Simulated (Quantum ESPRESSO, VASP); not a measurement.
# Equation of state of ErH under PBE

The structure is cubic, space group Fm-3m (No. 225). Conventional cell: a = 4.872 Å, b = 4.872 Å, c = 4.872 Å, α = 90.00°, β = 90.00°, γ = 90.00°. Er (site symmetry m-3m) has 6 H at 2.44 Å as nearest neighbours. Around H (site symmetry m-3m) lie 6 Er at 2.44 Å.

The cell comes from a database or a generator and needn't be the stable form of this composition.

The cell was scaled at fixed shape and fractions and run with VASP, PBE PAW files Er, H, 520 eV; PBE, k mesh 9 × 9 × 9 on the cell of 2 atoms, fermi-dirac occupations of 0.05 eV, collinear spin, ferromagnetic start, no spin-orbit coupling. Energies are those that the program minimises, any entropy of the smearing included. For a metal such a mesh isn't converged to the digits shown. The magnetic state is the one that the start led to, which needn't be the lowest. Plain semilocal runs treat an open f shell poorly.

```tsv
V (Å³/atom)	energy over the lowest row (meV/atom)
13.5856	23.174
13.8747	?
14.1637	7.519
14.4528	3.080
14.7418	0.639
15.0309	0.000
15.3200	1.000
```

**Question.** Fit the third-order Birch-Murnaghan form, give V0, B0 and B′, and predict the energy left open.

**Answer.** With y = (V0/V)^(2/3), E = E0 + (9 V0 B0/16) [(y - 1)³ B′ + (y - 1)² (6 - 4y)]. Least squares through the rows shown give V0 = 14.9946 Å³/atom, E0 = -0.014 meV, B0 = 47.72 GPa (1 eV/Å³ = 160.218 GPa) and B′ = 3.94, with a largest miss of 0.004 meV. At V = 13.8747 the form with these constants gives 14.136 meV; the run gave 14.139 meV an atom. Other set-ups at this level, from all their volumes (Å³/atom, GPa): Quantum ESPRESSO, SSSP 1.3 efficiency PBE: V0 14.794, B0 50.44.
